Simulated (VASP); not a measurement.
Calculation: rev-vdW-DF2, VASP's PBE PAW potentials (set 64) (plane waves; VASP).

The input files of a VASP run:

POSCAR:
```
K
1
   -2.6400000000     2.6400000000     2.6400000000
    2.6400000000    -2.6400000000     2.6400000000
    2.6400000000     2.6400000000    -2.6400000000
K
1
Direct
  0.0000000000   0.0000000000   0.0000000000
```

**KPOINTS**
```
Automatic mesh
0
Gamma
  9 9 9
```

INCAR:
```
SYSTEM  =  K
PREC  =  Accurate; ENCUT  =  520; LREAL  =  .False.
LASPH  =  .True.
EDIFF  =  1E-6; NELM  =  100; ALGO  =  Normal
ISMEAR  =  1; SIGMA  =  0.1
GGA  =  MK; LUSE_VDW  =  .True.; AGGAC  =  0.0
PARAM1  =  0.1234568; PARAM2  =  0.7114; ZAB_VDW  =  -1.8867
IBRION  =  2; NSW  =  60; ISIF  =  3
EDIFFG  =  -0.01
LWAVE  =  .False.; LCHARG  =  .False.
```

POTCAR, in this order: K_sv (PBE.64 set). Program: vasp_std.

Energy and stress use the plane-wave basis of the starting cell.

**Question.** Estimate the energy per atom (σ→0), volume per atom, band gap (on the k-mesh).

**Answer.** 
energy per atom (σ→0): 0.934 eV/atom
band gap (on the k-mesh): none (metal, semimetal or under 0.01 eV)
volume per atom: 70.22 Å^3/atom

### OSZICAR
```
...
DAV:   1     0.927487693106E+00   -0.64951E-02   -0.17768E-01   568   0.508E+00    0.646E-01
DAV:   2     0.932501317375E+00    0.50136E-02   -0.16167E-02   608   0.155E+00    0.228E-01
DAV:   3     0.934035002434E+00    0.15337E-02   -0.52838E-03   800   0.680E-01    0.204E-01
DAV:   4     0.933914073525E+00   -0.12093E-03   -0.44342E-04   968   0.167E-01    0.554E-02
DAV:   5     0.933880773273E+00   -0.33300E-04   -0.27519E-04   864   0.115E-01    0.169E-02
DAV:   6     0.933878187680E+00   -0.25856E-05   -0.55743E-06   896   0.226E-02    0.403E-03
DAV:   7     0.933878034076E+00   -0.15360E-06   -0.13964E-07   392   0.356E-03
   4 F= 0.93387803E+00 E0= 0.93405599E+00  d E =-.190884E-02
```

The compound is K in the bcc structure. This run relaxes it. Symmetry was kept, so distortions that lower it aren't found.
